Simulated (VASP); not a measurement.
**S on W(100): which site?**

Where does S sit on W(100), and how strongly does it bind?

Main program and level: VASP 6.6.1; PBE; plane waves and PAW (W), in the first sound run; inputs show where later runs differ.

Most raw output is cut from this account.

## (1) The starting structure

The structure is cubic, space group Im-3m (No. 229). Conventional cell: a = 3.160 Å, b = 3.160 Å, c = 3.160 Å, α = 90.00°, β = 90.00°, γ = 90.00°. Nearest to W lie 8 W at 2.74 Å.

## (2) The bulk reference, job relaxation, k-mesh 17×17×17

The bulk crystal is relaxed first, so that the slabs are cut at this functional's lattice.

INCAR reads:

```
SYSTEM = W
PREC = Accurate
ENCUT = 420
EDIFF = 1E-06
NELM = 120
ISMEAR = 1
SIGMA = 0.15
LREAL = .FALSE.
ALGO = Normal
GGA = PE
NBANDS = 9
LASPH = .TRUE.
LORBIT = 11
LWAVE = .FALSE.
LCHARG = .FALSE.
KPAR = 4
IBRION = 2
NSW = 30
ISIF = 3
EDIFFG = -0.01
POTIM = 0.4
```

POSCAR reads:

```
W
1.0
   -1.5800000000      1.5800000000      1.5800000000
    1.5800000000     -1.5800000000      1.5800000000
    1.5800000000      1.5800000000     -1.5800000000
W
1
Direct
    0.0000000000      0.0000000000      0.0000000000
```

KPOINTS reads:

```
Automatic mesh
0
Gamma
17 17 17
0 0 0
```

PAW data sets: W (PBE family, release 64).

Launch:

```sh
mpirun -np 4 vasp_std
```

Wall time 13 s (4 MPI ranks of Intel Xeon Platinum 8488C (Sapphire Rapids), shared host); peak memory 0.52 GiB.

The data set W keeps the semicore shell frozen, which is cheaper and a little less accurate. The run keeps the 48 symmetry operations of its start, so it cannot find a distortion of lower symmetry.

Step by step:

```csv
step,energy less that of the first step (eV),largest force (eV/Å),pressure (GPa),volume (Å³)
1,0.0000,0.0000,3.63,15.78
2,0.0115,0.0000,-8.75,16.44
3,-0.0020,0.0000,-0.02,15.96
```

```csv
"conventional cell, symmetrised",before,after,change
a (Å),3.160,3.172,+0.4 %
b (Å),3.160,3.172,+0.4 %
c (Å),3.160,3.172,+0.4 %
volume (Å³/atom),15.78,15.96,+1.1 %
```

Final coordinates:

```cif
data_structure
_symmetry_space_group_name_H-M 'P 1'
_symmetry_Int_Tables_number 1
_cell_length_a 2.7471
_cell_length_b 2.7471
_cell_length_c 2.7471
_cell_angle_alpha 109.471
_cell_angle_beta 109.471
_cell_angle_gamma 109.471
_cell_volume 15.96
loop_
_atom_site_label
_atom_site_type_symbol
_atom_site_fract_x
_atom_site_fract_y
_atom_site_fract_z
_atom_site_occupancy
W1 W 0.00000 0.00000 0.00000 1
```

This step gave:

```
electronic cycles       : 24
electrons               : 6
free energy (TOTEN)     : -13.02 eV
energy at zero smearing : -13.02 eV
Fermi energy            : 7.774 eV
metallic                : yes
```

The run ended after 3 ionic steps, 0.002 eV below its first step, once forces and stress met EDIFFG = -0.01.

Energy at zero smearing: -13.02021 eV.

## (3) The bulk reference, job self-consistent run, k-mesh 21×21×21

INCAR reads:

```
SYSTEM = W
PREC = Normal
ENCUT = 320
EDIFF = 1E-06
NELM = 120
ISMEAR = 1
SIGMA = 0.15
LREAL = .FALSE.
ALGO = Fast
GGA = PE
NBANDS = 9
LASPH = .TRUE.
LORBIT = 11
LWAVE = .FALSE.
LCHARG = .FALSE.
KPAR = 4
```

POSCAR reads:

```
W
1.0
   -1.5860308191      1.5860308191      1.5860308191
    1.5860308191     -1.5860308191      1.5860308191
    1.5860308191      1.5860308191     -1.5860308191
W
1
Direct
    0.0000000000      0.0000000000      0.0000000000
```

KPOINTS reads:

```
Automatic mesh
0
Gamma
21 21 21
0 0 0
```

Launch:

```sh
mpirun -np 4 vasp_std
```

It took 6.4 s on 4 MPI ranks; peak memory 0.45 GiB.

Numbers from this step:

```
electronic cycles       : 14
free energy (TOTEN)     : -13.01 eV
energy at zero smearing : -13.01 eV
Fermi energy            : 7.824 eV
```

Energy at zero smearing: -13.01250 eV.

The run ends at a pressure of -0.90 GPa.

## (4) Relaxing the slab

System of this step: W(100). The cell holds 16 atoms: 16 W. Cell: a = 6.344 Å, b = 6.344 Å, c = 19.758 Å, α = 90.0°, β = 90.0°, γ = 90.0°. It derives from W. 4 layers of bcc W, cut at this functional's lattice. Vacuum lies along c.

The free atoms relax, while those held by selective dynamics keep their cut positions.

INCAR reads:

```
SYSTEM = W
PREC = Normal
ENCUT = 320
EDIFF = 1E-05
NELM = 120
ISMEAR = 1
SIGMA = 0.15
LREAL = Auto
ALGO = Fast
GGA = PE
NBANDS = 64
LASPH = .TRUE.
LORBIT = 11
LWAVE = .FALSE.
LCHARG = .FALSE.
KPAR = 2
NCORE = 2
IBRION = 2
NSW = 40
ISIF = 2
EDIFFG = -0.03
POTIM = 0.4
MAXMIX = 40
IDIPOL = 3
LDIPOL = .TRUE.
DIPOL = 0.5 0.5 0.5
```

POSCAR reads:

```
W
1.0
    6.3441232764      0.0000000000      0.0000000000
    0.0000000000      6.3441232764      0.0000000000
    0.0000000000      0.0000000000     19.7580924573
W
16
Selective dynamics
Direct
    0.2500000000      0.2500000000      0.3795913000  F F F
    0.7500000000      0.2500000000      0.3795913000  F F F
    0.2500000000      0.7500000000      0.3795913000  F F F
    0.7500000000      0.7500000000      0.3795913000  F F F
    0.0000000000      0.0000000000      0.4598637700  F F F
    0.5000000000      0.0000000000      0.4598637700  F F F
    0.0000000000      0.5000000000      0.4598637700  F F F
    0.5000000000      0.5000000000      0.4598637700  F F F
    0.2500000000      0.2500000000      0.5401362300  T T T
    0.7500000000      0.2500000000      0.5401362300  T T T
    0.2500000000      0.7500000000      0.5401362300  T T T
    0.7500000000      0.7500000000      0.5401362300  T T T
    0.0000000000      0.0000000000      0.6204087000  T T T
    0.5000000000      0.0000000000      0.6204087000  T T T
    0.0000000000      0.5000000000      0.6204087000  T T T
    0.5000000000      0.5000000000      0.6204087000  T T T
```

KPOINTS reads:

```
Automatic mesh
0
Gamma
4 4 1
0 0 0
```

Launch:

```sh
mpirun -np 4 vasp_std
```

Run time: 2.9 min. Hardware: 4 MPI ranks; peak memory 0.88 GiB.

The run keeps the 8 symmetry operations of its start, so it cannot find a distortion of lower symmetry.

Step by step:

```csv
step,energy less that of the first step (eV),largest force (eV/Å)
1,0.0000,1.8027
2,-0.6781,0.8288
3,-0.7776,0.2764
4,-0.7802,0.1656
5,-0.7881,0.1292
6,-0.7967,0.0928
7,-0.8012,0.0525
8,-0.8017,0.0348
9,-0.8016,0.0316
10,-0.8017,0.0291
```

The atoms that moved most (Å):

```csv
atom,dx,dy,dz,length
W13,0.000,0.000,-0.134,0.134
W14,0.000,0.000,-0.134,0.134
W15,0.000,0.000,-0.134,0.134
W16,0.000,0.000,-0.134,0.134
W9,0.000,0.000,0.073,0.073
W10,0.000,0.000,0.073,0.073
W11,0.000,0.000,0.073,0.073
W12,0.000,0.000,0.073,0.073
```

Final coordinates:

```xyz
16
Lattice="6.3441 0.0000 0.0000 0.0000 6.3441 0.0000 0.0000 0.0000 19.7581" Properties=species:S:1:pos:R:3
W     1.5860    1.5860    7.5000
W     4.7581    1.5860    7.5000
W     1.5860    4.7581    7.5000
W     4.7581    4.7581    7.5000
W     0.0000    0.0000    9.0860
W     3.1721    0.0000    9.0860
W     0.0000    3.1721    9.0860
W     3.1721    3.1721    9.0860
W     1.5860    1.5860   10.7454
W     4.7581    1.5860   10.7454
W     1.5860    4.7581   10.7454
W     4.7581    4.7581   10.7454
W     0.0000    0.0000   12.1244
W     3.1721    0.0000   12.1244
W     0.0000    3.1721   12.1244
W     3.1721    3.1721   12.1244
```

Numbers from this step:

| Item | Value |
| --- | --- |
| electronic cycles | 89 |
| electrons | 96 |
| free energy (TOTEN) | -187.0602 eV |
| energy at zero smearing | -187.0579 eV |
| Fermi energy | -0.319 eV |
| dipole moment | 0, 0, -0.01467 e·Å |

The run ended after 10 ionic steps, 0.802 eV below its first step, once the forces on the free atoms met EDIFFG = -0.03.

## (5) Potential and states of the slab

A static run writes the electrostatic potential without exchange and correlation (LVHAR), which is flat in the vacuum and gives the level to count from. The dipole correction cancels the field that unlike faces would set up across the vacuum.

INCAR reads:

```
SYSTEM = W
PREC = Normal
ENCUT = 320
EDIFF = 1E-06
NELM = 120
ISMEAR = 1
SIGMA = 0.15
LREAL = Auto
ALGO = Fast
GGA = PE
NBANDS = 64
LASPH = .TRUE.
LORBIT = 11
LWAVE = .FALSE.
LCHARG = .FALSE.
KPAR = 2
NCORE = 2
IDIPOL = 3
LDIPOL = .TRUE.
DIPOL = 0.5 0.5 0.499
LVHAR = .TRUE.
LVACPOTAV = .TRUE.
NEDOS = 1500
```

POSCAR reads:

```
W
1.0
    6.3441232764      0.0000000000      0.0000000000
    0.0000000000      6.3441232764      0.0000000000
    0.0000000000      0.0000000000     19.7580924573
W
16
Selective dynamics
Direct
    0.2500000000      0.2500000000      0.3795913000  F F F
    0.7500000000      0.2500000000      0.3795913000  F F F
    0.2500000000      0.7500000000      0.3795913000  F F F
    0.7500000000      0.7500000000      0.3795913000  F F F
    0.0000000000      0.0000000000      0.4598637700  F F F
    0.5000000000      0.0000000000      0.4598637700  F F F
    0.0000000000      0.5000000000      0.4598637700  F F F
    0.5000000000      0.5000000000      0.4598637700  F F F
    0.2500000000      0.2500000000      0.5438485605  T T T
    0.7500000000      0.2500000000      0.5438485605  T T T
    0.2500000000      0.7500000000      0.5438485605  T T T
    0.7500000000      0.7500000000      0.5438485605  T T T
    0.0000000000      0.0000000000      0.6136433803  T T T
    0.5000000000      0.0000000000      0.6136433803  T T T
    0.0000000000      0.5000000000      0.6136433803  T T T
    0.5000000000      0.5000000000      0.6136433803  T T T
```

KPOINTS is that of step 4.

Launch:

```sh
mpirun -np 4 vasp_std
```

The job ended after 83 s (4 MPI ranks; peak memory 0.85 GiB; 5.2 min of CPU time).

This step gave:

```yaml
electronic_cycles: 41
fermi_energy: -0.32 eV
dipole_moment: 0, 0, -0.01466 e·Å
vacuum_levels: 3.795, 3.861 eV
work_functions_of_the_upper_and_lower_face: 4.115, 4.181 eV
```

Zero at the Fermi level. Table of planar average of the electrostatic potential by height:

height (Å), planar average of the electrostatic potential (eV) and a bar from the least value:
```
      0.0       4.16 ##############################
      0.5       4.18 ##############################
      1.0       4.18 ##############################
      1.5       4.18 ##############################
      2.0       4.18 ##############################
      2.5       4.18 ##############################
      3.0       4.18 ##############################
      3.5       4.18 ##############################
      4.0       4.16 ##############################
      4.5       4.13 ##############################
      5.0       4.01 ##############################
      5.5       3.67 #############################
      6.0       2.63 ##########################
      6.5      -0.36 ###################
      7.0      -4.97 ########
      7.5      -7.46 ###
      8.0      -6.60 #####
      8.5      -6.50 #####
      9.0      -7.98 #
      9.5      -7.16 ###
     10.0      -6.39 #####
     10.5      -7.79 ##
     11.0      -8.58 
     11.5      -8.52 
     12.0      -8.24 #
     12.5      -5.95 ######
     13.0      -1.46 #################
     13.5       2.15 #########################
     14.0       3.46 ############################
     14.5       3.90 #############################
     15.0       4.04 ##############################
     15.5       4.09 ##############################
     16.0       4.11 ##############################
     16.5       4.11 ##############################
     17.0       4.12 ##############################
     17.5       4.12 ##############################
     18.0       4.12 ##############################
     18.5       4.12 ##############################
     19.0       4.12 ##############################
     19.5       4.13 ##############################
```

Density of states in the PAW spheres, an atom over height of the layer and energy from the Fermi level.

Ten even steps from '0' (0.02 states/eV) to '9' (2.20 states/eV), each cell a mean:
```
3112
9328
9439
5224
3222
3333
4443
5775
4576
1432
3552
3443
1243
1332
1342
0110
0110
0000
0000
0000
0000
0000
```
Columns: height of the layer (Å) from 7.5 to 12.1 (not evenly spaced); rows upwards: energy from the Fermi level (eV) from -7.9 to 0.5.

Force by atom:

```csv
atom,x (eV/Å),y (eV/Å),z (eV/Å),size
W1,0.00,0.00,2.12,2.12
W2,0.00,0.00,2.12,2.12
W3,0.00,0.00,2.12,2.12
W4,0.00,0.00,2.12,2.12
W5,0.00,0.00,-2.13,2.13
W6,0.00,0.00,-2.13,2.13
W7,0.00,0.00,-2.13,2.13
W8,0.00,0.00,-2.13,2.13
W9,0.00,0.00,0.03,0.03
W10,0.00,0.00,0.03,0.03
W11,0.00,0.00,0.03,0.03
W12,0.00,0.00,0.03,0.03
W13,0.00,0.00,-0.01,0.01
W14,0.00,0.00,-0.01,0.01
W15,0.00,0.00,-0.01,0.01
W16,0.00,0.00,-0.01,0.01
```

The map of layer states is cut here 0.5 eV above the Fermi level, so it leaves out the states above that.

The vacuum level lies 4.12 eV above the Fermi level at the upper face; the two faces differ by 0.07 eV, the step that the slab's dipole of -0.015 e·Å makes.

The program found no field-free point at its default tolerance, but its printed level agrees with the flat part of the planar average.

On this mesh the fine structure of the density of states is sampling noise, and high empty states may be cut by the number of bands.

## (6) Relaxing the atoms

This step: PBE; plane waves and PAW (S) (VASP 6.6.1).

System of this step: S8. The cell holds 8 atoms: 8 S. Its edges and angles: a = 14.000 Å, b = 14.500 Å, c = 11.000 Å, α = 90.0°, β = 90.0°, γ = 90.0°. Vacuum lies along a, b and c.

The reference for S is the S8 molecule, relaxed in a box at the cutoff of the large cell.

INCAR reads:

```
SYSTEM = S
PREC = Normal
ENCUT = 320
EDIFF = 1E-05
NELM = 120
ISMEAR = 0
SIGMA = 0.01
LREAL = .FALSE.
ALGO = Fast
GGA = PE
NBANDS = 32
LORBIT = 11
LWAVE = .FALSE.
LCHARG = .FALSE.
NCORE = 4
IBRION = 2
NSW = 30
ISIF = 2
EDIFFG = -0.03
POTIM = 0.4
MAXMIX = 40
ISYM = 0
```

POSCAR reads:

```
S
1.0
   14.0000000000      0.0000000000      0.0000000000
    0.0000000000     14.5000000000      0.0000000000
    0.0000000000      0.0000000000     11.0000000000
S
8
Direct
    0.6692857100      0.5000000000      0.5454545500
    0.6197030800      0.6155753800      0.4545454500
    0.5000000000      0.6634482800      0.5454545500
    0.3802969200      0.6155753800      0.4545454500
    0.3307142900      0.5000000000      0.5454545500
    0.3802969200      0.3844246200      0.4545454500
    0.5000000000      0.3365517200      0.5454545500
    0.6197030800      0.3844246200      0.4545454500
```

KPOINTS reads:

```
Automatic mesh
0
Gamma
1 1 1
0 0 0
```

The projector-augmented-wave data sets are S (PBE family, release 64).

Launch:

```sh
mpirun -np 4 vasp_gam
```

Run time: 26 s. Hardware: 4 MPI ranks; peak memory 0.83 GiB.

Relaxation path:

```csv
step,energy less that of the first step (eV),largest force (eV/Å)
1,0.0000,0.2971
2,-0.0146,0.0633
3,-0.0146,0.0667
4,-0.0146,0.0639
5,-0.0158,0.0494
6,-0.0175,0.0093
```

The atoms that moved most (Å):

```csv
atom,dx,dy,dz,length
S5,-0.008,0.000,-0.015,0.017
S1,0.008,0.000,-0.015,0.017
S2,0.006,0.006,0.015,0.017
S4,-0.006,0.006,0.015,0.017
S8,0.006,-0.006,0.015,0.017
S6,-0.006,-0.006,0.015,0.017
S7,0.000,-0.008,-0.015,0.017
S3,0.000,0.008,-0.015,0.017
```

The relaxed structure:

```
S
1.0
    14.00000    0.00000    0.00000
     0.00000   14.50000    0.00000
     0.00000    0.00000   11.00000
S
8
Direct
  0.66987 0.50000 0.54406
  0.62011 0.61598 0.45592
  0.50000 0.66401 0.54409
  0.37989 0.61598 0.45592
  0.33013 0.50000 0.54406
  0.37989 0.38402 0.45592
  0.50000 0.33599 0.54409
  0.62010 0.38402 0.45592
```

This step gave:

```yaml
electronic_cycles: 48
electrons: 48
free_energy_toten: -32.90 eV
gap_between_the_highest_filled_and_lowest_empty_level: 3.315 eV
```

The run ended after 6 ionic steps, 0.018 eV below its first step, once the forces on the free atoms met EDIFFG = -0.03.

Energy at zero smearing: -32.90243 eV.

## (7) Relaxing the adsorbate, site ontop

This step: PBE, no spin polarisation; plane waves and PAW (W, S) (VASP 6.6.1).

System of this step: W16S (W(100)). The cell holds 17 atoms: 16 W and 1 S. Cell: a = 6.344 Å, b = 6.344 Å, c = 19.758 Å, α = 90.0°, β = 90.0°, γ = 90.0°. It derives from W. S over the ontop site of W(100). Vacuum lies along c.

The adsorbate starts over a high-symmetry site, and it relaxes with the upper layers within that symmetry.

INCAR reads:

```
SYSTEM = W16S
PREC = Normal
ENCUT = 320
EDIFF = 1E-05
NELM = 120
ISMEAR = 1
SIGMA = 0.15
LREAL = Auto
ALGO = Fast
GGA = PE
NBANDS = 68
LASPH = .TRUE.
LORBIT = 11
LWAVE = .FALSE.
LCHARG = .FALSE.
KPAR = 2
NCORE = 2
IBRION = 2
NSW = 50
ISIF = 2
EDIFFG = -0.03
POTIM = 0.4
MAXMIX = 40
IDIPOL = 3
LDIPOL = .TRUE.
DIPOL = 0.5 0.5 0.512
```

POSCAR reads:

```
W16S
1.0
    6.3441232764      0.0000000000      0.0000000000
    0.0000000000      6.3441232764      0.0000000000
    0.0000000000      0.0000000000     19.7580924573
W S
16 1
Selective dynamics
Direct
    0.2500000000      0.2500000000      0.3795913000  F F F
    0.7500000000      0.2500000000      0.3795913000  F F F
    0.2500000000      0.7500000000      0.3795913000  F F F
    0.7500000000      0.7500000000      0.3795913000  F F F
    0.0000000000      0.0000000000      0.4598637700  F F F
    0.5000000000      0.0000000000      0.4598637700  F F F
    0.0000000000      0.5000000000      0.4598637700  F F F
    0.5000000000      0.5000000000      0.4598637700  F F F
    0.2500000000      0.2500000000      0.5438485600  T T T
    0.7500000000      0.2500000000      0.5438485600  T T T
    0.2500000000      0.7500000000      0.5438485600  T T T
    0.7500000000      0.7500000000      0.5438485600  T T T
    0.0000000000      0.0000000000      0.6136433800  T T T
    0.5000000000      0.0000000000      0.6136433800  T T T
    0.0000000000      0.5000000000      0.6136433800  T T T
    0.5000000000      0.5000000000      0.6136433800  T T T
    0.0000000000      0.0000000000      0.7098065100  T T T
```

KPOINTS reads:

```
Automatic mesh
0
Gamma
4 4 1
0 0 0
```

The projector-augmented-wave data sets are W and S (PBE family, release 64).

Launch:

```sh
mpirun -np 4 vasp_std
```

Run time: 7.5 min. Hardware: 4 MPI ranks; peak memory 0.93 GiB; 29 min of CPU time.

The steps of the relaxation:

```csv
step,energy less that of the first step (eV),largest force (eV/Å)
1,0.0000,12.7828
2,0.7908,7.3704
3,-0.3111,6.5333
4,-0.9062,5.3792
5,-1.2255,2.2055
6,-1.2381,2.6919
7,-1.2417,2.2972
8,-1.5034,1.4735
9,-1.5630,0.9635
10,-1.7088,0.8133
11,-1.8154,1.0467
12,-1.8209,0.9835
13,-1.8673,1.1383
14,-1.8700,0.8568
15,-1.9277,0.3837
16,-1.9350,0.1379
17,-1.9379,0.1569
18,-1.9379,0.1578
19,-1.9393,0.1315
20,-1.9394,0.0890
21,-1.9403,0.0290
```

The atoms that moved most (Å):

```csv
atom,dx,dy,dz,length
S17,0.000,0.000,0.561,0.561
W13,0.000,0.000,0.295,0.295
W16,0.000,0.000,-0.076,0.076
W12,-0.003,-0.003,-0.010,0.011
W11,0.003,-0.003,-0.010,0.011
W10,-0.003,0.003,-0.010,0.011
W9,0.003,0.003,-0.010,0.011
W14,0.000,0.000,-0.006,0.006
```

Final coordinates:

```xyz
17
Lattice="6.3441 0.0000 0.0000 0.0000 6.3441 0.0000 0.0000 0.0000 19.7581" Properties=species:S:1:pos:R:3
W     1.5860    1.5860    7.5000
W     4.7581    1.5860    7.5000
W     1.5860    4.7581    7.5000
W     4.7581    4.7581    7.5000
W     0.0000    0.0000    9.0860
W     3.1721    0.0000    9.0860
W     0.0000    3.1721    9.0860
W     3.1721    3.1721    9.0860
W     1.5889    1.5889   10.7357
W     4.7552    1.5889   10.7357
W     1.5889    4.7552   10.7357
W     4.7552    4.7552   10.7357
W     0.0000    0.0000   12.4196
W     3.1721    0.0000   12.1186
W     0.0000    3.1721   12.1186
W     3.1721    3.1721   12.0480
S     0.0000    0.0000   14.5852
```

This step gave:

| Quantity | Value |
| --- | --- |
| electronic cycles | 232 |
| electrons | 102 |
| free energy (TOTEN) | -193.3384 eV |
| energy at zero smearing | -193.3371 eV |
| Fermi energy | -0.3067 eV |
| dipole moment | 0, 0, 0.1565 e·Å |

The run ended after 21 ionic steps, 1.940 eV below its first step, once the forces on the free atoms met EDIFFG = -0.03.

VASP counts the dipole in electrons times Å, so a positive number points the physical dipole along −c.

[end of part 1 of 2]

[Lines on the potential files, build, host, timing and source positions are cut from VASP's logs without a mark.]

[Logs are printed without paths, hosts, clocks, repeated set-up lines and the standing remarks that a program may print on its own settings, such as how far it seeks lower states.]

[Hosts, paths, dates, database ids (printed as entryN), source tags and the programs' standing remarks are cut or masked in the printed files.]

[Runs that stopped without an error message from VASP are left out.]
